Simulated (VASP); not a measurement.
These are PBEsol GGA, VASP's PBE PAW potentials (set 64) (plane waves; VASP) values and carry that method's errors.

VASP input:

File POSCAR:
```
Na
1
   -1.5872139480     1.5872139480     1.5872139480
    1.5872139480    -1.5872139480     1.5872139480
    1.5872139480     1.5872139480    -1.5872139480
Na
1
Direct
  0.0000000000   0.0000000000   0.0000000000
```

**INCAR**
```
LASPH = .TRUE.
NELM = 100
NSW = 40
EDIFF = 1E-6   ! SCF stop (eV)
ALGO = Normal   ! blocked Davidson
EDIFFG = -0.02   ! ionic stop
LREAL = .FALSE.   ! projection in real space or not
ISMEAR = 1
LWAVE = .FALSE.
ISIF = 3
GGA = PS   ! PBEsol
IBRION = 2   ! conjugate gradients
SIGMA = 0.1
SYSTEM = Na
LCHARG = .FALSE.
PREC = Accurate
ENCUT = 500
PSTRESS = 450
```

### KPOINTS
```
Automatic mesh
0
Gamma
16 16 16
0 0 0
```

POTCAR, in this order: Na_pv (PBE.64 set). Program: vasp_std.

### Question
What will the output report for the number of irreducible k-points (NKPTS), largest plane-wave count, number of space-group operations, FFT grid (NGX, NGY, NGZ)?

### Answer

| Item | Result |
|---|---|
| number of irreducible k-points (NKPTS) | 145 |
| largest plane-wave count | 420 |
| number of space-group operations | 48 |
| FFT grid (NGX, NGY, NGZ) | 20 × 20 × 20 |

The compound is Na in the bcc structure. This run relaxes it under an external pressure of 45 GPa. Symmetry was kept, so distortions that lower it aren't found.
